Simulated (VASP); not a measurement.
The input files of a VASP run:

**POSCAR**
```
Tc
1
    0.0000000000     1.9278640000     1.9278640000
    1.9278640000     0.0000000000     1.9278640000
    1.9278640000     1.9278640000     0.0000000000
Tc
1
Direct
  0.0000000000   0.0000000000   0.0000000000
```

**INCAR**
```
ALGO = Normal
EDIFF = 1E-6
ENCUT = 300
GGA = PS
ISIF = 2
ISMEAR = -1
LASPH = .True.
LCHARG = .False.
LMAXMIX = 4
LREAL = .False.
LWAVE = .False.
NELM = 100
PREC = Accurate
SIGMA = 0.1
SYSTEM = Tc
```

KPOINTS:
```
K-points
0
gamma
 19 19 19
```

POTCAR, in this order: Tc_pv (PBE.64 set). Program: vasp_std.

Question: Translate this PBEsol calculation to Quantum ESPRESSO's pw.x.

Answer: One equivalent input (not run):
```
&CONTROL
  calculation = 'scf'
  pseudo_dir = './pseudo'
  outdir = './out'
  tprnfor = .true.
  tstress = .true.
/
&SYSTEM
  ibrav = 0
  nat = 1
  ntyp = 1
  ecutwfc = 84
  occupations = 'smearing'
  smearing = 'fermi-dirac'
  degauss = 0.00735
  input_dft = 'pbesol'
/
&ELECTRONS
  conv_thr = 7.3e-08
  electron_maxstep = 100
/
ATOMIC_SPECIES
  Tc 97.907 Tc.upf
CELL_PARAMETERS angstrom
     0.0000000    1.9278640    1.9278640
     1.9278640    0.0000000    1.9278640
     1.9278640    1.9278640    0.0000000
ATOMIC_POSITIONS crystal
  Tc   0.0000000  0.0000000  0.0000000
K_POINTS automatic
  19 19 19 0 0 0
```
What does not carry over: the potentials are each code's own (VASP's PAW set, PseudoDojo norm-conserving files in pw.x), so ENCUT and ecutwfc are chosen apart and not converted; conv_thr bounds pw.x's estimated SCF error, while EDIFF bounds the energy change between steps.

The structure was generated: Tc was put into an ordered model structure, which need not be its known phase. The cell was not relaxed at this level.
